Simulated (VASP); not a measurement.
# Lattice of AlGe2Ru3 across functionals and dispersion corrections, part 4 of 4

Wanted: equilibrium cells of AlGe2Ru3 at many levels, with their cost. The cell is invented: it takes the structure of a Materials Project entry for YSi2Ru3 (space group 191 there), with some of its atoms replaced by other elements, volume scaled by an estimate. It may not be a known or stable phase. LASPH is on for some levels and off for others; the table marks which.

VASP 6.6.1, plane waves and PAW; the level of theory is named at each step.

Still holding for the runs below: This run has no spin polarisation. Its electron count is odd, so without a moment it is a metal by construction. The k-mesh is coarse for a metal.

So far. Step 8 (Relaxation with RPBE): It ends at 16.89 Å³/atom, +17.8 % from the start, with 0.00 GPa left. The conventional cell has a = 5.467 and c = 3.914 Å. Step 9 (Relaxation with vdW-DF-cx): It ends at 16.12 Å³/atom, +12.4 % from the start, with -0.06 GPa left. The conventional cell has a = 5.381 and c = 3.856 Å.

**10. Relaxation with vdW-DF2**

This step: vdW-DF2; plane waves and PAW (Ru_pv, Ge_d, Al); invented cell (VASP 6.6.1).

vdW-DF2 was tuned for molecules and tends to expand solids.

The input, INCAR:

```
SYSTEM = AlGe2Ru3
PREC = Accurate
ENCUT = 520
EDIFF = 1E-06
NELM = 100
ISMEAR = -1
SIGMA = 0.05
LREAL = .FALSE.
ALGO = Normal
GGA = ML
AGGAC = 0
LUSE_VDW = .TRUE.
ZAB_VDW = -1.8867
LASPH = .TRUE.
LORBIT = 11
LWAVE = .FALSE.
LCHARG = .FALSE.
KPAR = 2
IBRION = 2
NSW = 60
ISIF = 3
EDIFFG = -0.01
```

The input, POSCAR:

```
AlGe2Ru3
1.0
    5.3398700000      0.0000000000      0.0000000000
   -2.6699350000      4.6244630000      0.0000000000
    0.0000000000      0.0000000000      3.4829090000
Ru Ge Al
3 2 1
Direct
    0.5000000000      0.5000000000      0.5000000000
    0.5000000000      0.0000000000      0.5000000000
    0.0000000000      0.5000000000      0.5000000000
    0.6666666700      0.3333333300      0.0000000000
    0.3333333300      0.6666666700      0.0000000000
    0.0000000000      0.0000000000      0.0000000000
```

The input, KPOINTS:

```
Automatic mesh
0
Gamma
5 5 7
0 0 0
```

PAW data sets: Ru_pv, Ge_d and Al (PBE family, release 64).

On the command line:

```console
mpirun -np 2 vasp_std
```

Log:

```text
[banner, memory and clock lines left out]
running    2 mpi-ranks, on    1 nodes
[...]
[... a notice as in an earlier step ...]

 [... a notice as in an earlier step ...]

 LDA part: xc-table for (Slater+PW92), standard interpolation
 POSCAR, INCAR and KPOINTS ok, starting setup
[...]
entering main loop
       N       E                     dE             d eps       ncg     rms          rms(c)
DAV:   1     0.935626321002E+03    0.93563E+03   -0.38555E+04  2359   0.390E+03
DAV:   2     0.103125502788E+03   -0.83250E+03   -0.81722E+03  1736   0.899E+02
DAV:   3    -0.639762760090E+01   -0.10952E+03   -0.10588E+03  1828   0.214E+02
DAV:   4    -0.135107871301E+02   -0.71132E+01   -0.69025E+01  2037   0.575E+01
[...]
DAV:  11    -0.128054553888E+02   -0.52057E-04   -0.22867E-04  2233   0.136E-01    0.201E-02
DAV:  12    -0.128054639032E+02   -0.85145E-05   -0.31446E-05  1867   0.571E-02    0.665E-03
DAV:  13    -0.128054645025E+02   -0.59922E-06   -0.32736E-06  1498   0.140E-02
   1 F= -.12805465E+02 E0= -.12781380E+02  d E =-.128055E+02
[... from here on, the cycles between the ionic steps are left out ...]
   2 F= -.12406880E+02 E0= -.12335384E+02  d E =0.398585E+00
   3 F= -.16113188E+02 E0= -.16068318E+02  d E =-.330772E+01
   4 F= -.16127811E+02 E0= -.16083783E+02  d E =-.332235E+01
   5 F= -.16129878E+02 E0= -.16086316E+02  d E =-.332441E+01
   6 F= -.16134979E+02 E0= -.16090696E+02  d E =-.510017E-02
   7 F= -.16140045E+02 E0= -.16094194E+02  d E =-.101667E-01
[...]
reached required accuracy - stopping structural energy minimisation
```

Run time: 9.5 min. Hardware: 2 MPI ranks of Intel Xeon Platinum 8375C at 2.90GHz (Ice Lake), shared host; peak memory 0.97 GiB; 19 min of CPU time.

OUTCAR, selected parts (step 10):

```text
  Total       -0.0283929     -0.0283929      0.0011929      0.0000000     -0.0000000      0.0000000
  in kB       -0.4123127     -0.4123127      0.0173236      0.0000000     -0.0000000      0.0000000
  external PRESSURE =      -0.2691006 kB  Pullay stress =       0.0000000 kB

 POSITION                                       TOTAL-FORCE (eV/Angst)
 -----------------------------------------------------------------------------------
      1.42399      2.46642      1.96337        -0.000000     -0.000000     -0.000000
      2.84797      0.00000      1.96337        -0.000000     -0.000000     -0.000000
     -1.42399      2.46642      1.96337        -0.000000     -0.000000     -0.000000
      2.84797      1.64428     -0.00000        -0.000000      0.000000      0.000000
     -0.00000      3.28856      3.92673         0.000000     -0.000000     -0.000000
      0.00000     -0.00000      3.92673        -0.000000     -0.000000     -0.000000
 -----------------------------------------------------------------------------------
    total drift:                               -0.000000     -0.000000     -0.000000

  FREE ENERGIE OF THE ION-ELECTRON SYSTEM (eV)
  ---------------------------------------------------
  free  energy   TOTEN  =       -16.1400450929 eV

  energy  without entropy=      -16.0483433757  energy(sigma->0) =      -16.09419423

[... 2 parts as in an earlier step ...]

[... 2 further parts left out ...]
[key lines of the parts left out:]
E-fermi :   7.4083
```

It ends at 18.39 Å³/atom, +28.3 % from the start, with -0.03 GPa left. The conventional cell has a = 5.696 and c = 3.927 Å.

**11. The cells as a table**

This step: relaxed cells at several levels; plane waves and PAW; invented cell (VASP 6.6.1).

Derived from the runs above.

Lengths are those of the conventional cell; cost is the wall time of each run, as given at its step, times its ranks, without the set-up around it; LASPH differs between rows, which moves results and costs too. Results by level, by row:

| level | volume (Å³/atom) | change from the start (%) | a (Å) | c (Å) | cost (core minutes) | LASPH |
| --- | --- | --- | --- | --- | --- | --- |
| PBE | 16.61 | 15.8 | 5.436 | 3.894 | 9 | off |
| LDA | 15.76 | 10 | 5.342 | 3.826 | 9.07 | off |
| PBEsol | 16.01 | 11.7 | 5.365 | 3.854 | 8.87 | off |
| r2SCAN | 16.19 | 12.9 | 5.403 | 3.842 | 25.5 | on |
| PBE + D3(BJ) | 16.14 | 12.6 | 5.371 | 3.876 | 8.54 | off |
| RPBE | 16.89 | 17.8 | 5.467 | 3.914 | 6.17 | off |
| vdW-DF-cx | 16.12 | 12.4 | 5.381 | 3.856 | 24.7 | on |
| vdW-DF2 | 18.39 | 28.3 | 5.696 | 3.927 | 19 | on |

**12. Summary of results**

| Item | Value |
| --- | --- |
| volume, PBE | 16.61 Å³/atom |
| volume, LDA | 15.76 Å³/atom |
| volume, PBEsol | 16.01 Å³/atom |
| volume, r2SCAN | 16.19 Å³/atom |
| volume, PBE + D3(BJ) | 16.14 Å³/atom |
| volume, RPBE | 16.89 Å³/atom |
| volume, vdW-DF-cx | 16.12 Å³/atom |
| volume, vdW-DF2 | 18.39 Å³/atom |

What this shows: For AlGe2Ru3 the levels give volumes between 15.76 Å³/atom (LDA) and 18.39 Å³/atom (vdW-DF2), a spread of 16.7 %, while the cost of the finished runs spans a factor of 4.1. The costs hold the number of ionic steps as well as the price of the functional. Adding D3(BJ) to PBE changes the volume by -2.8 % (a by -1.2 % and c by -0.5 %). Pairwise corrections of the D and TS kind ignore the screening in a metal, so they may overbind here. Within 0.02 Å all end in space group P6/mmm; the runs can't lower the symmetry of the start. The k-sampling is coarse for a metal, so the Fermi level, pressures and the shape of the cell carry errors. LASPH is on for some levels and off for others, so differences between them are not the functional's alone. Not obtained: TPSS + TS, because the run hit its time limit. Each is a single relaxation on the plane waves of the start cell, so larger changes of volume carry a basis-set error that was not tested here. Zero-point and thermal expansion are not included. Nothing here tests the cell against competing phases.

[Lines on the potential files, build, host, timing and source positions are cut from VASP's logs without a mark.]

[Logs are printed without paths, hosts, clocks, repeated set-up lines and the standing remarks that a program may print on its own settings, such as how far it seeks lower states.]

[Hosts, paths, dates, database ids (printed as entryN), source tags and the programs' standing remarks are cut or masked in the printed files.]

[A measured line is paired with the nearest computed mode of its activity, which favours agreement.]
